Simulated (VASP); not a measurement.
The system is Sc2InSb3.

```
CELL_PARAMETERS angstrom
4.25500 0.00000 0.00000
0.00000 4.25500 0.00000
0.00000 0.00000 8.32900
ATOMIC_POSITIONS crystal
Sc 0.00000 0.50000 0.70140
Sc 0.50000 0.00000 0.29860
In 0.00000 0.00000 0.00000
Sb 0.50000 0.50000 0.00000
Sb 0.00000 0.50000 0.34602
Sb 0.50000 0.00000 0.65398
```

The cell was built by a generator and needn't be a form met in nature.

- Program: VASP 6.6.1
- Task: relaxation of cell and atoms
- Functional: PBE
- Potentials or basis: VASP PAW PBE potentials, release 64 (Sc_sv, In_d, Sb)
- Cutoff: 520 eV
- k mesh: 8 × 8 × 4
- Occupations: gaussian, width 0.1 eV
- Spin: no spin polarisation

At the start: pressure -0.2 GPa; volume 25.13 Å³/atom.

Question: How do energy, volume and symmetry change on relaxing?

Answer: Over 12 steps the energy falls by 2.4 meV/atom and the volume is 25.04 Å³/atom (-0.4 %); space group P-4m2 (No. 115, to 0.05 Å).

Step by step:
| step | energy change (eV) | largest force (eV/Å) | pressure (GPa) | volume (Å³) |
| --- | --- | --- | --- | --- |
| 1 | 0.0000 | 0.0952 | -0.17 | 150.80 |
| 2 | -0.0069 | 0.0843 | 0.13 | 150.21 |
| 3 | -0.0076 | 0.0832 | 0.28 | 149.94 |
| 4 | -0.0092 | 0.0640 | -0.07 | 150.82 |
| 5 | -0.0092 | 0.0622 | -0.13 | 150.96 |
| 6 | -0.0103 | 0.0514 | -0.11 | 150.87 |
| 7 | -0.0126 | 0.0447 | -0.04 | 150.60 |
| 8 | -0.0135 | 0.0464 | 0.08 | 150.06 |
| 9 | -0.0138 | 0.0433 | 0.04 | 150.25 |
| 10 | -0.0141 | 0.0133 | -0.11 | 150.58 |
| 11 | -0.0141 | 0.0162 | -0.09 | 150.53 |
| 12 | -0.0143 | 0.0036 | 0.02 | 150.26 |

Final structure:
```
Sc In Sb
1.0
     4.21459    0.00000    0.00000
     0.00000    4.21459    0.00000
     0.00000    0.00000    8.45909
Sc In Sb
2 1 3
Direct
  0.00000 0.50000 0.70871
  0.50000 0.00000 0.29129
  0.00000 0.00000 0.00000
  0.50000 0.50000 0.00000
  0.00000 0.50000 0.35089
  0.50000 0.00000 0.64911
```
